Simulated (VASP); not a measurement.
All values below come from PBEsol GGA, VASP's PBE PAW potentials (set 64) (plane waves; VASP 6.6.1).

VASP input:

File KPOINTS:
```
K-points
0
Gamma
6 6 6
```

### INCAR
```
! general
SYSTEM =HfBRh3
PREC   =Accurate
ENCUT  =400
LREAL  =.FALSE.
LASPH  =.TRUE.

! electronic loop
EDIFF  =1E-6
NELM   =100
ALGO   =Normal
LMAXMIX=6

! smearing
ISMEAR =0
SIGMA  =0.05

! functional
GGA    =PS

! ions
ISIF   =2

! output
LWAVE  =.FALSE.
LCHARG =.FALSE.
```

### POSCAR
```
HfBRh3
1
    4.0952600000     0.0000000000     0.0000000000
    0.0000000000     4.0952600000     0.0000000000
    0.0000000000     0.0000000000     4.0952600000
Hf B Rh
1 1 3
Direct
  0.0000000000   0.0000000000   0.0000000000
  0.5000000000   0.5000000000   0.5000000000
  0.0000000000   0.5000000000   0.5000000000
  0.5000000000   0.0000000000   0.5000000000
  0.5000000000   0.5000000000   0.0000000000
```

POTCAR, in this order: Hf_pv B Rh_pv (PBE.64 set). Program: vasp_std.

Output

File OUTCAR:
```
 ion  position               nearest neighbor table
   1  0.000  0.000  0.000-   3 2.90   4 2.90   5 2.90   3 2.90   4 2.90   3 2.90   5 2.90   3 2.90
                             4 2.90   5 2.90   4 2.90   5 2.90
   2  0.500  0.500  0.500-   3 2.05   4 2.05   5 2.05   5 2.05   4 2.05   3 2.05
   3  0.000  0.500  0.500-   2 2.05   2 2.05   4 2.90   5 2.90   1 2.90   5 2.90   1 2.90   4 2.90
                             1 2.90   1 2.90   4 2.90   5 2.90   5 2.90   4 2.90
   4  0.500  0.000  0.500-   2 2.05   2 2.05   3 2.90   5 2.90   1 2.90   5 2.90   1 2.90   3 2.90
                             5 2.90   5 2.90   1 2.90   3 2.90   1 2.90   3 2.90
   5  0.500  0.500  0.000-   2 2.05   2 2.05   3 2.90   4 2.90   1 2.90   3 2.90   4 2.90   1 2.90
                             4 2.90   4 2.90   1 2.90   3 2.90   3 2.90   1 2.90
  LATTYP: Found a simple cubic cell.
 ALAT       =     4.0952600000
 Subroutine PRICEL returns:
 Original cell was already a primitive cell.
 Subroutine GETGRP returns: Found 48 space group operations
The static configuration has the point symmetry O_h .
The dynamic configuration has the point symmetry O_h .
 Subroutine INISYM returns: Found 48 space group operations
 Subroutine IBZKPT returns following result:
 Found     20 irreducible k-points:

 Following reciprocal coordinates:
            Coordinates               Weight
  0.000000  0.000000  0.000000      1.000000
  0.166667  0.000000  0.000000      6.000000
  0.333333  0.000000  0.000000      6.000000
  0.500000  0.000000  0.000000      3.000000
  0.166667  0.166667  0.000000     12.000000
  0.333333  0.166667  0.000000     24.000000
  0.500000  0.166667  0.000000     12.000000
  0.333333  0.333333  0.000000     12.000000
  0.500000  0.333333  0.000000     12.000000
  0.500000  0.500000  0.000000      3.000000
  0.166667  0.166667  0.166667      8.000000
  0.333333  0.166667  0.166667     24.000000
  0.500000  0.166667  0.166667     12.000000
  0.333333  0.333333  0.166667     24.000000
  0.500000  0.333333  0.166667     24.000000
  0.500000  0.500000  0.166667      6.000000
  0.333333  0.333333  0.333333      8.000000
  0.500000  0.333333  0.333333     12.000000
  0.500000  0.500000  0.333333      6.000000
  0.500000  0.500000  0.500000      1.000000
   k-points           NKPTS =     20   k-points in BZ     NKDIM =     20   number of bands    NBANDS=     34
   number of dos      NEDOS =    301   number of ions     NIONS =      5
   total plane-waves  NPLWV =  21952
   dimension x,y,z NGX =    28 NGY =   28 NGZ =   28
   dimension x,y,z NGXF=    56 NGYF=   56 NGZF=   56
   ions per type =               1   1   3
   PREC   = accura    normal or accurate (medium, high low for compatibility)
   ISTART =      0    job   : 0-new  1-cont  2-samecut
   ICHARG =      2    charge: 1-file 2-atom 10-const
   ISPIN  =      1    spin polarized calculation?
   LNONCOLLINEAR =      F non collinear calculations
   LSORBIT =      F    spin-orbit coupling
   INIWAV =      1    electr: 0-lowe 1-rand  2-diag
   ENCUT  =  400.0 eV  29.40 Ry    5.42 a.u.   6.68  6.68  6.68*2*pi/ulx,y,z
   NELM   =    100;   NELMIN=  2; NELMDL= -5     # of ELM steps
   EDIFF  = 0.1E-05   stopping-criterion for ELM
   LREAL  =      F    real-space projection
   NLSPLINE    = F    spline interpolate recip. space projectors
   LMAXMIX     =    6 max onsite mixed and CHGCAR
   VOSKOWN=      0    Vosko Wilk Nusair interpolation
   EDIFFG = 0.1E-04   stopping-criterion for IOM
   NSW    =      0    number of steps for IOM
   NBLOCK =      1;   KBLOCK =      1    inner block; outer block
   IBRION =     -1    ionic relax: 0-MD 1-quasi-New 2-CG
   NFREE  =      0    steps in history (QN), initial steepest desc. (CG)
   ISIF   =      2    stress and relaxation
   ISYM   =      2    0-nonsym 1-usesym 2-fastsym
   TEIN   =    0.0    initial temperature
   TEBEG  =    0.0;   TEEND  =   0.0 temperature during run
   SMASS  =  -3.00    Nose mass-parameter (am)
   PSTRESS=    0.0 pullay stress
   NELECT =      58.0000    total number of electrons
...
```

File OSZICAR:
```
       N       E                     dE             d eps       ncg     rms          rms(c)
DAV:   1     0.535265293271E+03    0.53527E+03   -0.30926E+04  1448   0.154E+03
DAV:   2    -0.256809988018E+02   -0.56095E+03   -0.55218E+03  1458   0.492E+02
DAV:   3    -0.492653974940E+02   -0.23584E+02   -0.23050E+02  1622   0.956E+01
DAV:   4    -0.497402474746E+02   -0.47485E+00   -0.47333E+00  1590   0.126E+01
DAV:   5    -0.497474204626E+02   -0.71730E-02   -0.71687E-02  1666   0.155E+00    0.530E+01
DAV:   6    -0.462402449032E+02    0.35072E+01   -0.14505E+01  1548   0.233E+01    0.268E+01
DAV:   7    -0.461229826929E+02    0.11726E+00   -0.37744E+00  1630   0.901E+00    0.211E+01
DAV:   8    -0.459056313209E+02    0.21735E+00   -0.16527E+00  1676   0.725E+00    0.525E+00
DAV:   9    -0.458988052372E+02    0.68261E-02   -0.77229E-02  1714   0.181E+00    0.126E+00
DAV:  10    -0.458962654302E+02    0.25398E-02   -0.83326E-03  1488   0.472E-01    0.575E-01
DAV:  11    -0.458962914986E+02   -0.26068E-04   -0.46313E-04  1712   0.117E-01    0.114E-01
DAV:  12    -0.458962807849E+02    0.10714E-04   -0.19276E-05  1614   0.270E-02    0.424E-02
DAV:  13    -0.458962810271E+02   -0.24222E-06   -0.26709E-06  1310   0.740E-03
   1 F= -.45896281E+02 E0= -.45895947E+02  d E =-.667264E-03
```

**OUTCAR**
```
------------------------ aborting loop because EDIFF is reached ----------------------------------------
  FORCE on cell =-STRESS in cart. coord.  units (eV):
  Direction    XX          YY          ZZ          XY          YZ          ZX
  --------------------------------------------------------------------------------------
  Total       -1.8108631     -1.8108631     -1.8108631      0.0000000      0.0000000     -0.0000000
  in kB      -42.2427100    -42.2427100    -42.2427100      0.0000000      0.0000000     -0.0000000
  external PRESSURE =     -42.2427100 kB  Pullay stress =       0.0000000 kB
  volume of cell :       68.68
      direct lattice vectors                 reciprocal lattice vectors
     4.095260000  0.000000000  0.000000000     0.244184740  0.000000000  0.000000000
     0.000000000  4.095260000  0.000000000     0.000000000  0.244184740  0.000000000
     0.000000000  0.000000000  4.095260000     0.000000000  0.000000000  0.244184740
 POSITION                                       TOTAL-FORCE (eV/Angst)
 -----------------------------------------------------------------------------------
      0.00000      0.00000      0.00000         0.000000      0.000000      0.000000
      2.04763      2.04763      2.04763         0.000000      0.000000      0.000000
      0.00000      2.04763      2.04763         0.000000      0.000000      0.000000
      2.04763      0.00000      2.04763         0.000000      0.000000      0.000000
      2.04763      2.04763      0.00000         0.000000      0.000000      0.000000
 -----------------------------------------------------------------------------------
    total drift:                                0.000000      0.000000      0.000000
  FREE ENERGIE OF THE ION-ELECTRON SYSTEM (eV)
  ---------------------------------------------------
  free  energy   TOTEN  =       -45.8962810271 eV

  energy  without entropy=      -45.8956137626  energy(sigma->0) =      -45.89594739
```
(Selected blocks of OUTCAR.)

At this cut-off the stress carries a Pulay error, which pulls relaxed volumes low.

The structure comes from a computed database's HfBRh3 entry (Pm-3m); how it stands against other phases isn't given here. The cell was not relaxed at this level.
